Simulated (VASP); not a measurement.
## CS2N2: single point with PBE

The system is CS2N2.

```
S C N
1.0
     8.58168    0.00000    0.00000
     0.00000    8.58168    0.00000
     0.00000    0.00000    8.58168
S C N
8 4 8
Cartesian
  0.5027 8.7698 2.8011
  2.3941 8.2150 0.3740
  6.4190 0.0581 8.0240
  6.7875 3.0672 8.8050
  4.6580 5.4507 6.8520
  3.3855 7.2813 4.6550
  3.4448 2.0974 6.1755
  4.9066 2.6503 3.4997
  1.4586 8.4815 1.5689
  6.6676 1.5703 8.4261
  4.0161 6.3402 5.7840
  4.1532 2.3082 4.7625
  0.3219 5.7854 6.7148
  -0.0028 6.2977 5.7839
  6.3635 5.8849 2.9690
  6.7021 5.9531 1.9109
  2.6799 4.6504 1.3264
  1.6483 4.3274 1.2833
  -0.2929 3.1647 4.4702
  0.0097 2.4623 5.2864
```

The cell was built by a generator and needn't be a form met in nature.

```json
{
  "Program": "VASP 6.6.1",
  "Task": "single point",
  "Functional": "PBE",
  "Potentials or basis": "VASP PAW PBE potentials, release 64 (S, C, N)",
  "Cutoff": "520 eV",
  "k mesh": "1 × 1 × 1",
  "Occupations": "fermi-dirac, width 0.05 eV",
  "Spin": "no spin polarisation"
}
```

```json
{
 "Pressure": "0.5 GPa",
 "Largest force": "5.347 eV/Å",
 "Band gap on the k mesh": "3.44 eV, direct"
}
```

Forces on the atoms (eV/Å):
```
S    0.764 -0.289 -1.021
S    0.366 -0.106 -0.476
S    0.370  1.173  0.323
S    0.249  0.266  0.067
S    0.372 -0.736  0.807
S    0.648 -1.072  1.343
S    0.519 -0.004 -1.382
S    1.037  0.311 -2.086
C   -1.120  0.395  1.418
C   -0.586 -1.467 -0.433
C   -1.015  1.797 -2.162
C   -1.563 -0.319  3.479
N    0.085 -0.144  0.280
N   -0.101  0.174 -0.258
N    0.017  0.029  0.030
N   -0.006 -0.009 -0.005
N    5.085  1.568  0.212
N   -5.100 -1.595 -0.190
N    0.206 -0.445  0.541
N   -0.228  0.473 -0.488
```

Stress tensor (GPa, compression positive):
```
 1.47  0.52 -0.10
 0.52 -0.03 -0.02
-0.10 -0.02 -0.03
```

Levels at points of the mesh, in eV from the valence-band top:
```csv
k point,band 48,band 49,band 50,band 51,band 52,band 53,band 54,band 55,band 56,band 57
"(0.00, 0.00, 0.00)",-0.26,-0.20,-0.13,-0.09,0.00,3.44,3.59,3.62,3.65,3.70
```

It took 36 s on 1 thread of Intel(R) Xeon(R) 6975P-C (Granite Rapids), on a shared host, peak memory 0.51 GiB.

Caveat: the standard files for N, O and F lose accuracy on very short bonds. Expect the measured gap to be larger: semilocal functionals such as PBE lack the derivative discontinuity.
